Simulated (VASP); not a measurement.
Consider the following.

```
CELL_PARAMETERS angstrom
      4.39706     0.00000     0.00000
     -2.19853     3.80797     0.00000
      0.00000     0.00000     2.46472
ATOMIC_POSITIONS crystal
  P  0.00000 0.00000 0.00000
  P  0.33333 0.66667 0.50000
  P  0.66667 0.33333 0.50000
```

Method: PBEsol GGA, VASP's PBE PAW potentials (set 64) (plane waves; VASP 6.6.1). Numerical set-up: 400 eV cut-off, 9×9×14 Γ-centred mesh, tetrahedra with Blöchl corrections, potentials P.

Q: Tabulate the total density of states (states/eV per cell) against energy (eV; zero at the valence-band maximum or, without a gap, the Fermi level).

A: 
```
E (eV) | DOS (states/eV)
    -9.89 | ################ 0.89
    -9.53 | ################ 0.88
    -9.18 | ################# 0.93
    -8.82 | ############## 0.77
    -8.58 | ########### 0.62
    -8.22 | ########### 0.61
    -7.87 | ############# 0.69
    -7.51 | ######### 0.47
    -7.15 | ############ 0.68
    -6.79 | ################### 1.03
    -6.44 | ################## 1.00
    -6.08 | ######################## 1.33
    -5.84 | ######################## 1.30
    -5.48 | ##################### 1.13
    -5.13 | ################## 0.99
    -4.77 | #################### 1.10
    -4.41 | ########################## 1.41
    -4.05 | ###################### 1.18
    -3.70 | ###################### 1.20
    -3.34 | ######################## 1.32
    -3.10 | ######################## 1.29
    -2.74 | ###################### 1.21
    -2.39 | ##################### 1.17
    -2.03 | ######################## 1.34
    -1.67 | ######################## 1.32
    -1.31 | ########################### 1.46
    -0.96 | ########################## 1.45
    -0.60 | ########################## 1.43
    -0.36 | ########################## 1.44
     0.00 | ######################### 1.37
     0.35 | ###################### 1.19
     0.71 | ######################### 1.38
     1.07 | ########################## 1.42
     1.43 | ######################### 1.39
     1.78 | ########################### 1.48
     2.14 | ########################### 1.49
     2.38 | ########################### 1.51
     2.74 | ########################## 1.42
     3.09 | ############################## 1.65
     3.45 | ############################# 1.60
```
Within 2 eV below the Fermi level the largest weight inside VASP's projection spheres is P p.

The structure was generated: P was put into the omega type (P6/mmm), which need not be its known phase. It was relaxed first. VASP warned that the highest band is occupied, so more bands are needed.
